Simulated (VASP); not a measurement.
Calculation: PBEsol GGA, VASP's PBE PAW potentials (set 64) (plane waves; VASP).

A VASP calculation is set up with these files.

### KPOINTS
```
Automatic mesh
0
Gamma
7 7 2
0 0 0
```

**POSCAR**
```
BeZn3Te4
1
   -0.0000000000     2.9787826611     2.9787826611
    2.9787826611    -0.0000000000     2.9787826611
   11.9211251364    11.9211251364    -0.0059944921
Zn Te Be
3 4 1
Direct
  0.0102982297   0.0102982297   0.9922763278
  0.0004459354   0.0004459354   0.2496655484
  0.9915057817   0.9915057817   0.5063706637
  0.2537656947   0.2537656947   0.0596757289
  0.2445604346   0.2445604346   0.3165796741
  0.2350694503   0.2350694503   0.5736979123
  0.2645140391   0.2645140391   0.8016144707
  0.9998404345   0.9998404345   0.7501196741
```

**INCAR**
```
! general
SYSTEM =BeZn3Te4
PREC   =Accurate
ENCUT  =400
LREAL  =F
LASPH  =T

! electronic loop
EDIFF  =1E-7
NELM   =100
ALGO   =Normal
LMAXMIX=4

! smearing
ISMEAR =-5

! functional
GGA    =PS

! ions
ISIF   =2

! output
LWAVE  =F
LCHARG =T
LORBIT =11
NEDOS  =601

! other
LEFG   =T
```

POTCAR, in this order: Zn Te Be (PBE.64 set). Program: vasp_std.

Task: What will the output report for the number of irreducible k-points (NKPTS), number of bands (NBANDS), largest plane-wave count, number of space-group operations, FFT grid (NGX, NGY, NGZ)?

Result: 
The number of irreducible k-points (NKPTS) is 32. The number of bands (NBANDS) is 37 and the largest plane-wave count is 3857. The number of space-group operations comes out as 6 and the FFT grid (NGX, NGY, NGZ) is 28 × 28 × 112.

The structure was generated: BeZn3Te4 was put into an ordered model structure (R3m), which need not be its known phase. It was relaxed first.
